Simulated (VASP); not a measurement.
Calculation: r2SCAN+rVV10, VASP's PBE PAW potentials (set 64) (plane waves; VASP 6.6.1).

VASP input:

File POSCAR:
```
GaSb
1
    0.0000000000     2.9928233891     2.9928233891
    2.9928233891     0.0000000000     2.9928233891
    2.9928233891     2.9928233891     0.0000000000
Ga Sb
1 1
Direct
  0.0000000000   0.0000000000   0.0000000000
  0.2500000000   0.2500000000   0.2500000000
```

INCAR:
```
SYSTEM=GaSb
PREC=Accurate; ENCUT=520; LREAL=.FALSE.
LASPH=.TRUE.
EDIFF=1E-7; NELM=100; ALGO=Normal
LMAXMIX=4; LMIXTAU=.TRUE.
ISMEAR=0; SIGMA=0.05
METAGGA=R2SCAN; LUSE_VDW=.TRUE.; BPARAM=11.95
CPARAM=0.0093
ISIF=2
LWAVE=.FALSE.; LCHARG=.FALSE.
```

### KPOINTS
```
Automatic mesh
0
Gamma
8 8 8
0 0 0
```

POTCAR, in this order: Ga_d Sb (PBE.64 set). Program: vasp_std.

Output

### OSZICAR
```
       N       E                     dE             d eps       ncg     rms          rms(c)
DAV:   1     0.510683482776E+02    0.51068E+02   -0.90954E+03   754   0.176E+03
DAV:   2    -0.327061190998E+02   -0.83774E+02   -0.81245E+02   827   0.332E+02
DAV:   3    -0.386351435000E+02   -0.59290E+01   -0.58452E+01   944   0.764E+01
DAV:   4    -0.387400652073E+02   -0.10492E+00   -0.10488E+00   853   0.114E+01
DAV:   5    -0.387428440568E+02   -0.27788E-02   -0.27788E-02   938   0.161E+00    0.318E+00
DAV:   6    -0.368993731342E+02    0.18435E+01   -0.40291E-01   829   0.118E+01    0.217E+00
DAV:   7    -0.370762558232E+02   -0.17688E+00   -0.37120E-01   844   0.828E+00    0.680E-01
DAV:   8    -0.369188058688E+02    0.15745E+00   -0.20563E-01   794   0.566E+00    0.230E-01
DAV:   9    -0.369363105252E+02   -0.17505E-01   -0.14792E-02   819   0.120E+00    0.270E-01
DAV:  10    -0.369340964702E+02    0.22141E-02   -0.17549E-03   842   0.439E-01    0.470E-01
DAV:  11    -0.369376725043E+02   -0.35760E-02   -0.15381E-02   779   0.116E+00    0.447E-02
DAV:  12    -0.369363127554E+02    0.13597E-02   -0.95661E-04   829   0.346E-01    0.253E-02
DAV:  13    -0.369372558692E+02   -0.94311E-03   -0.25438E-04   794   0.173E-01    0.110E-02
DAV:  14    -0.369383312518E+02   -0.10754E-02   -0.69061E-04   779   0.230E-01    0.146E-02
DAV:  15    -0.369383263436E+02    0.49082E-05   -0.31514E-05   978   0.623E-02    0.115E-02
DAV:  16    -0.369383491317E+02   -0.22788E-04   -0.15903E-05   764   0.642E-02    0.841E-03
DAV:  17    -0.369383549762E+02   -0.58445E-05   -0.29608E-06   774   0.280E-02    0.472E-03
DAV:  18    -0.369383529959E+02    0.19803E-05   -0.90349E-07  1010   0.153E-02    0.270E-03
DAV:  19    -0.369383549235E+02   -0.19275E-05   -0.39054E-07   754   0.713E-03    0.153E-03
DAV:  20    -0.369383546801E+02    0.24332E-06   -0.80902E-09   377   0.115E-03    0.108E-03
DAV:  21    -0.369383545936E+02    0.86591E-07   -0.79537E-08   377   0.254E-03
   1 F= -.36938355E+02 E0= -.36938355E+02  d E =-.190911E-16
```

**OUTCAR**
```
------------------------ aborting loop because EDIFF is reached ----------------------------------------
  FORCE on cell =-STRESS in cart. coord.  units (eV):
  Direction    XX          YY          ZZ          XY          YZ          ZX
  --------------------------------------------------------------------------------------
  Total        1.3501759      1.3501759      1.3501759      0.0000000      0.0000000      0.0000000
  in kB       40.3485265     40.3485265     40.3485265      0.0000000      0.0000000      0.0000000
  external PRESSURE =      40.3485265 kB  Pullay stress =       0.0000000 kB
  volume of cell :       53.61
      direct lattice vectors                 reciprocal lattice vectors
     0.000000000  2.992823389  2.992823389    -0.167066323  0.167066323  0.167066323
     2.992823389  0.000000000  2.992823389     0.167066323 -0.167066323  0.167066323
     2.992823389  2.992823389  0.000000000     0.167066323  0.167066323 -0.167066323
  FREE ENERGIE OF THE ION-ELECTRON SYSTEM (eV)
  ---------------------------------------------------
  free  energy   TOTEN  =       -36.9383545936 eV

  energy  without entropy=      -36.9383545936  energy(sigma->0) =      -36.93835459
```
(Selected blocks of OUTCAR.)

The compound is GaSb in the zinc blende structure. This cell is one point of a volume scan, at 0.94 of the reference volume.
